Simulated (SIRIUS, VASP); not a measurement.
**Fitting the PBE energy curve of Si3S**

The structure is cubic, space group Im-3m (No. 229). Conventional cell: a = 5.051 Å, b = 5.051 Å, c = 5.051 Å, α = 90.00°, β = 90.00°, γ = 90.00°. Si (site symmetry 4/mmm) has 4 Si at 2.53 Å and 2 S at 2.53 Å as nearest neighbours. S (site symmetry m-3m) has 6 Si at 2.53 Å as nearest neighbours.

The cell comes from a database or a generator and needn't be the stable form of this composition.

The cell was scaled at fixed shape and fractions and run with SIRIUS, PseudoDojo 0.4.1 PBE standard (scalar relativistic), cutoff 725 eV; PBE, k mesh 8 × 8 × 8 on the cell of 4 atoms, fermi-dirac occupations of 0.05 eV, no spin polarisation, no spin-orbit coupling. Energies are those that the program minimises, any entropy of the smearing included. For a metal such a mesh isn't converged to the digits shown.

```csv
V (Å³/atom),energy over the lowest row (meV/atom)
15.1412,20.809
15.4633,9.077
15.7855,2.309
16.1076,0.000
16.4298,?
16.7519,6.978
17.0741,15.474
```

Q: Fit the third-order Birch-Murnaghan form, give V0, B0 and B′, and predict the energy left open.

A: With y = (V0/V)^(2/3), E = E0 + (9 V0 B0/16) [(y - 1)³ B′ + (y - 1)² (6 - 4y)]. Least squares through the rows shown give V0 = 16.1266 Å³/atom, E0 = -0.004 meV, B0 = 98.81 GPa (1 eV/Å³ = 160.218 GPa) and B′ = 4.44, with a largest miss of 0.004 meV. At V = 16.4298 the form with these constants gives 1.695 meV; the run gave 1.694 meV an atom. Other set-ups at this level, from all their volumes (Å³/atom, GPa): VASP, PBE PAW files S, Si, 520 eV: V0 16.120, B0 98.98.
